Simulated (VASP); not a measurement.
Here is the system:

```
TiO
1.0
    2.98648     0.00000     0.00000
   -1.49324     2.58637     0.00000
    0.00000     0.00000     6.09339
Ti O
2 2
Direct
  0.33333   0.66667   0.03177
  0.66667   0.33333   0.53177
  0.33333   0.66667   0.34323
  0.66667   0.33333   0.84323
```

These are r2SCAN meta-GGA, VASP's PBE PAW potentials (set 64) (plane waves; VASP) values and carry that method's errors. Run with 520 eV cut-off, 10×10×4 Γ-centred mesh, tetrahedra with Blöchl corrections, potentials Ti_sv O.

The path is coarsely sampled, so an indirect gap can come out somewhat too large.

Q: Give the energies of bands 11 to 21 at the high-symmetry points, in eV from the valence-band maximum.

A: 
| band | Γ | M | K | A | L | H |
|---|---|---|---|---|---|---|
| 11 | -7.58 | -7.67 | -7.43 | -7.48 | -7.52 | -7.00 |
| 12 | -7.19 | -7.38 | -6.73 | -7.48 | -7.52 | -7.00 |
| 13 | -5.61 | -6.53 | -6.73 | -5.33 | -6.48 | -6.89 |
| 14 | -5.61 | -6.32 | -6.52 | -5.33 | -6.48 | -6.89 |
| 15 | -5.00 | -6.02 | -6.04 | -5.33 | -5.56 | -5.87 |
| 16 | -5.00 | -5.02 | -6.04 | -5.33 | -5.56 | -5.87 |
| 17 | -1.05 | -1.34 | -0.24 | -0.44 | -0.61 | -0.19 |
| 18 | -0.81 | -0.20 | -0.04 | -0.44 | -0.61 | -0.19 |
| 19 | 0.83 | 1.11 | 0.71 | 1.18 | 1.39 | 0.90 |
| 20 | 0.83 | 1.84 | 0.71 | 1.18 | 1.39 | 0.90 |
| 21 | 1.71 | 2.13 | 1.68 | 1.18 | 2.66 | 2.59 |

The gap is indirect, 0.43 eV, from the valence maximum at (0.10, 0.10, 0.00) to the conduction minimum at K-Γ at 0.20.

The structure was generated: TiO was put into the wurtzite type (P6_3mc), which need not be its known phase. It was relaxed first, which changed the volume by -34 %.
